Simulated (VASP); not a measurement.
An input for Ansatz (written as the equivalent of a VASP run, and not itself run):

Ansatz 0.2 input:
```yaml
crystal:
  lattice:
    - [3.5649329, 0.0000000, 0.0000000]
    - [-1.7824665, 3.0873227, 0.0000000]
    - [0.0000000, 0.0000000, 7.8266831]
  atoms:
    - { symbol: Ti, position: [0.3333330, 0.6666670, 0.0291537] }
    - { symbol: Ti, position: [0.6666670, 0.3333330, 0.5291537] }
    - { symbol: Se, position: [0.3333330, 0.6666670, 0.3458463] }
    - { symbol: Se, position: [0.6666670, 0.3333330, 0.8458463] }
kpoints:
  mp_grid: { grid: [11, 11, 5] }
hamiltonian:
  xc: pbe
  pseudopotentials: { kind: paw }
scf:
  occupations: { method: tetrahedron }
  max_iter: 100
output: { forces: true, stress: true, eigenvalues: true }
```

### Question
Write the VASP files for the same calculation (PBE).

### Answer
One answer among several that fit: 
KPOINTS:
```
Regular mesh
0
gamma
11 11 5
0 0 0
```

INCAR:
```
SYSTEM=TiSe
PREC=Accurate; ENCUT=400; LREAL=.FALSE.
LASPH=.TRUE.
EDIFF=1E-7; NELM=100; ALGO=Normal
LMAXMIX=4
ISMEAR=-5
GGA=PE
ISIF=2
LWAVE=.FALSE.; LCHARG=.TRUE.; LORBIT=11
NEDOS=601
LEFG=.TRUE.
```

**POSCAR**
```
TiSe
7.8266830
  0.4554845191   0.0000000000   0.0000000000
 -0.2277422596   0.3944611899   0.0000000000
  0.0000000000   0.0000000000   1.0000000184
Ti Se
2 2
Cart
 -0.0000002277   0.2629742581   0.0291536578
  0.2277424873   0.1314869318   0.5291536670
 -0.0000002277   0.2629742581   0.3458463491
  0.2277424873   0.1314869318   0.8458463583
```

POTCAR, in this order: Ti_sv Se (PBE.64 set). Program: vasp_std.

The two are equivalent in intent, not identical: each code has its own PAW files, so the cut-off isn't converted (ENCUT is set for VASP's; basis.ecutwfc is left out, and Ansatz then takes the one that its files recommend); Ansatz stops its SCF on the density residual and VASP on the energy change (EDIFF); the field gradients of LEFG aren't asked of the other code.

The structure was generated: TiSe was put into the wurtzite type (P6_3mc), which need not be its known phase. It was relaxed first, which changed the volume by -36 %.
